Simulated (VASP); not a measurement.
All values below come from PBEsol GGA, VASP's PBE PAW potentials (set 64) (plane waves; VASP).

A VASP calculation is set up with these files.

### POSCAR
```
Bi2Se3
1.0
  9.5886966766  -2.0614215046   0.0009247259
  9.5886966766   2.0614215046   0.0009247259
  9.1451813417   0.0000000000   3.5437584123
Bi Se
2 3
Cart
 11.3330193873   0.0000000000   1.4187425789
 16.9895553076  -0.0000000000   2.1268652852
 28.3225746949   0.0000000000   3.5456078641
  5.9899540702  -0.0000000000   0.7498622031
 22.3326206247   0.0000000000   2.7957456610
```

**KPOINTS**
```
K-points
0
Gamma
6 6 6
0 0 0
```

INCAR:
```
# general
SYSTEM  = Bi2Se3
PREC    = Accurate
ENCUT   = 520   # plane-wave cut-off (eV)
LREAL   = F
LASPH   = T   # aspherical one-centre terms

# electronic loop
EDIFF   = 1E-6   # SCF stop (eV)
NELM    = 100
ALGO    = Normal
LMAXMIX = 4

# smearing
ISMEAR  = 0   # Gaussian
SIGMA   = 0.05

# functional
GGA     = PS   # PBEsol

# ions
IBRION  = 2
NSW     = 60   # most ionic steps
ISIF    = 3   # ions, shape and volume
EDIFFG  = -0.02   # ionic stop

# output
LWAVE   = F
LCHARG  = F
```

POTCAR, in this order: Bi_d Se (PBE.64 set). Program: vasp_std.

Without a dispersion term in the relaxation, distances and binding between the weakly bound layers, chains or molecules are unreliable, and so is what depends on them. Unless said otherwise, spin-orbit coupling is left out, though it shifts the bands of the heavy elements here.

Problem. Estimate the energy per atom (σ→0), volume per atom, band gap (on the k-mesh).

Solution. 
```yaml
energy per atom (σ→0): -4.411 eV/atom
band gap (on the k-mesh): 0.12 eV
volume_per_atom: 28.14 Å^3/atom
```

**OSZICAR**
```
...
   3 F= -.22054177E+02 E0= -.22054143E+02  d E =-.645436E-03
       N       E                     dE             d eps       ncg     rms          rms(c)
DAV:   1    -0.220541814297E+02   -0.45222E-05   -0.15285E-02  2176   0.635E-01    0.200E-02
DAV:   2    -0.220542229903E+02   -0.41561E-04   -0.53824E-04  2640   0.178E-01    0.146E-02
DAV:   3    -0.220542186654E+02    0.43249E-05   -0.13535E-05  2292   0.351E-02    0.703E-03
DAV:   4    -0.220542172278E+02    0.14376E-05   -0.37942E-06  1616   0.224E-02    0.211E-03
DAV:   5    -0.220542171310E+02    0.96768E-07   -0.87983E-07   960   0.883E-03
   4 F= -.22054217E+02 E0= -.22054184E+02  d E =-.404676E-04
```

The compound is Bi2Se3 in the tetradymite structure. This run relaxes it. Symmetry was kept, so distortions that lower it aren't found. The start is the result of an earlier pass.
